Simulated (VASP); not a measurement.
Here is a VASP 6.6.1 calculation.

Contents of INCAR:

```
SYSTEM = NbTe
ALGO     = Normal         ! electronic algorithm
EDIFF    = 1E-6           ! SCF threshold, eV
EDIFFG   = -0.01          ! ionic threshold
ENCUT    = 600            ! plane-wave cutoff, eV
IBRION   = 2              ! ionic algorithm
ISIF     = 3              ! what is computed and relaxed
ISMEAR   = 0              ! smearing method
IVDW     = 13             ! dispersion correction
LASPH    = .True.         ! aspherical terms in the spheres
LCHARG   = .False.        ! write CHGCAR
LMIXTAU  = .True.       
LREAL    = .False.        ! projectors in reciprocal space
LWAVE    = .False.        ! write WAVECAR
METAGGA  = R2SCAN         ! meta-GGA
NELM     = 80             ! most SCF steps
NSW      = 40             ! ionic steps
PREC     = Accurate       ! precision mode
SIGMA    = 0.05           ! smearing width, eV
VDW_A1   = 0.51559235   
VDW_A2   = 5.77342911   
VDW_S6   = 1.0          
VDW_S8   = 0.6018749
```

KPOINTS

```
k-points
0
Gamma
  8 8 7
  0 0 0
```

POSCAR

```
NbTe
1.0
    3.7029743866      0.0000000000      0.0000000000
   -1.8514871933      3.2068698884      0.0000000000
    0.0000000000      0.0000000000      3.6942110000
Te Nb
1 1
Direct
    0.6666666667      0.3333333333      0.0000000000
    0.0000000000      0.0000000000      0.5000000000
```

Potentials or basis: VASP PAW PBE potentials, release 64 (Te, Nb_sv).

The run is started by

```sh
$ cat potpaw_PBE.64/Te/POTCAR potpaw_PBE.64/Nb_sv/POTCAR > POTCAR
$ mpirun -np 1 vasp_std > vasp.out
```

Predict the space group after relaxing (to 0.05 Å).

P-6m2 (No. 187).

Predict the dispersion energy per atom.

-0.163 eV.

What does it give for the relaxed cell?

a = 3.670 Å, b = 3.670 Å, c = 3.676 Å, α = 90.00°, β = 90.00°, γ = 120.00°.

Predict the band gap on the k mesh.

none (metal or under the smearing width).

The path:
| step | energy change (eV) | largest force (eV/Å) | pressure (GPa) | volume (Å³) |
| --- | --- | --- | --- | --- |
| 1 | 0.0000 | 0.0000 | -2.69 | 43.87 |
| 2 | 0.0111 | 0.0000 | 4.59 | 41.57 |
| 3 | -0.0080 | 0.0000 | -0.02 | 42.94 |
| 4 | -0.0080 | 0.0000 | 0.02 | 42.92 |
| 5 | -0.0082 | 0.0000 | 0.04 | 42.90 |
| 6 | -0.0083 | 0.0000 | 0.05 | 42.89 |

Caveat: the PAW data sets were made with another functional, which shifts forces and pressure a little; pairwise dispersion overbinds metals, which lowers pressure and volume. Spin-orbit coupling is left out, which matters for the levels of Te.
